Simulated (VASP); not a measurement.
Calculation: PBE GGA, VASP's PBE PAW potentials (set 64) (plane waves; VASP 6.6.1).

The input files of a VASP run:

### INCAR
```
SYSTEM = NiSi2
PREC = Accurate
ENCUT = 300
EDIFF = 1E-6
NELM = 100
ALGO = Normal
LREAL = .FALSE.
LASPH = .TRUE.
ISMEAR = 1
SIGMA = 0.1
GGA = PE
LMAXMIX = 4
LWAVE = .FALSE.
LCHARG = .FALSE.
ISIF = 2
```

### KPOINTS
```
Automatic mesh
0
Gamma
9 9 9
0 0 0
```

POSCAR:
```
NiSi2
1
    0.0000000000     2.6885000000     2.6885000000
    2.6885000000     0.0000000000     2.6885000000
    2.6885000000     2.6885000000     0.0000000000
Si Ni
2 1
Direct
  0.2500000000   0.2500000000   0.2500000000
  0.7500000000   0.7500000000   0.7500000000
  0.0000000000   0.0000000000   0.0000000000
```

POTCAR, in this order: Si Ni (PBE.64 set). Program: vasp_std.

What VASP printed:

File OSZICAR:
```
       N       E                     dE             d eps       ncg     rms          rms(c)
DAV:   1     0.501082646538E+02    0.50108E+02   -0.55837E+03   918   0.898E+02
DAV:   2    -0.168491082288E+02   -0.66957E+02   -0.63075E+02   955   0.202E+02
DAV:   3    -0.193329449398E+02   -0.24838E+01   -0.24189E+01  1191   0.422E+01
DAV:   4    -0.193728322631E+02   -0.39887E-01   -0.39828E-01  1038   0.550E+00
DAV:   5    -0.193737994969E+02   -0.96723E-03   -0.96705E-03  1191   0.829E-01    0.165E+01
DAV:   6    -0.238004123846E+02   -0.44266E+01   -0.52433E+01   998   0.172E+02    0.240E+01
DAV:   7    -0.174292687056E+02    0.63711E+01   -0.15699E+01  1103   0.107E+02    0.395E+00
DAV:   8    -0.173879893003E+02    0.41279E-01   -0.21454E+00  1328   0.238E+01    0.277E+00
DAV:   9    -0.173368417702E+02    0.51148E-01   -0.28726E-01  1093   0.109E+01    0.575E-01
DAV:  10    -0.173357900338E+02    0.10517E-02   -0.94106E-03  1204   0.182E+00    0.249E-01
DAV:  11    -0.173358836533E+02   -0.93619E-04   -0.89817E-04  1138   0.285E-01    0.339E-02
DAV:  12    -0.173359143032E+02   -0.30650E-04   -0.72594E-05  1184   0.170E-01    0.234E-02
DAV:  13    -0.173359146557E+02   -0.35251E-06   -0.26060E-05  1069   0.105E-01    0.749E-03
DAV:  14    -0.173359148594E+02   -0.20367E-06   -0.16655E-06   854   0.153E-02
   1 F= -.17335915E+02 E0= -.17336074E+02  d E =0.476241E-03
```

OUTCAR:
```
------------------------ aborting loop because EDIFF is reached ----------------------------------------
  FORCE on cell =-STRESS in cart. coord.  units (eV):
  Direction    XX          YY          ZZ          XY          YZ          ZX
  --------------------------------------------------------------------------------------
  Total        1.4823191      1.4823191      1.4823191      0.0000000      0.0000000     -0.0000000
  in kB       61.1071686     61.1071686     61.1071686      0.0000000      0.0000000     -0.0000000
  external PRESSURE =      61.1071686 kB  Pullay stress =       0.0000000 kB
  volume of cell :       38.87
      direct lattice vectors                 reciprocal lattice vectors
     0.000000000  2.688500000  2.688500000    -0.185977311  0.185977311  0.185977311
     2.688500000  0.000000000  2.688500000     0.185977311 -0.185977311  0.185977311
     2.688500000  2.688500000  0.000000000     0.185977311  0.185977311 -0.185977311
 POSITION                                       TOTAL-FORCE (eV/Angst)
 -----------------------------------------------------------------------------------
      1.34425      1.34425      1.34425         0.000000      0.000000     -0.000000
      4.03275      4.03275      4.03275        -0.000000     -0.000000      0.000000
      0.00000      0.00000      0.00000        -0.000000     -0.000000      0.000000
 -----------------------------------------------------------------------------------
    total drift:                               -0.000000      0.000000      0.000000
  FREE ENERGIE OF THE ION-ELECTRON SYSTEM (eV)
  ---------------------------------------------------
  free  energy   TOTEN  =       -17.3359148594 eV

  energy  without entropy=      -17.3363911001  energy(sigma->0) =      -17.33607361
```
(Selected blocks of OUTCAR.)

At this cut-off the stress carries a Pulay error, which pulls relaxed volumes low.

The structure is a typed NiSi2 crystal. The cell was not relaxed at this level. The run is not spin-polarised, so no magnetic state was tried.
